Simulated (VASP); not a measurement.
Data:

```
CELL_PARAMETERS angstrom
      4.41382     0.00000     0.00000
      0.00000     4.41382     0.00000
      0.00000     0.00000     2.96608
ATOMIC_POSITIONS crystal
  Mg 0.00000 0.00000 0.00000
  Mg 0.50000 0.50000 0.50000
  H  0.30395 0.30395 0.00000
  H  0.80395 0.19605 0.50000
  H  0.19605 0.80395 0.50000
  H  0.69605 0.69605 0.00000
```

The numbers are results of LDA (Ceperley-Alder, Perdew-Zunger), VASP's LDA PAW potentials (set 64) (plane waves; VASP), not measurements. Settings: 520 eV cut-off, 6×6×8 Γ-centred mesh, tetrahedra with Blöchl corrections, potentials Mg H.

The cores are frozen, which limits the accuracy of field gradients.

Question: Give the principal components of the electric field gradient (V/Å²) and the asymmetry η at each nucleus.

Answer: 
```
atom   Vxx   Vyy   Vzz     η
----  ----  ----  ----  ----
Mg1   -5.5  -1.1   6.6  0.68
Mg2   -5.5  -1.1   6.6  0.68
H3     4.6   1.1  -5.7  0.62
H4     4.6   1.1  -5.7  0.62
H5     4.6   1.1  -5.7  0.62
H6     4.6   1.1  -5.7  0.62
```

The compound is MgH2 in the rutile structure. It was relaxed first, which changed the volume by -6 %.
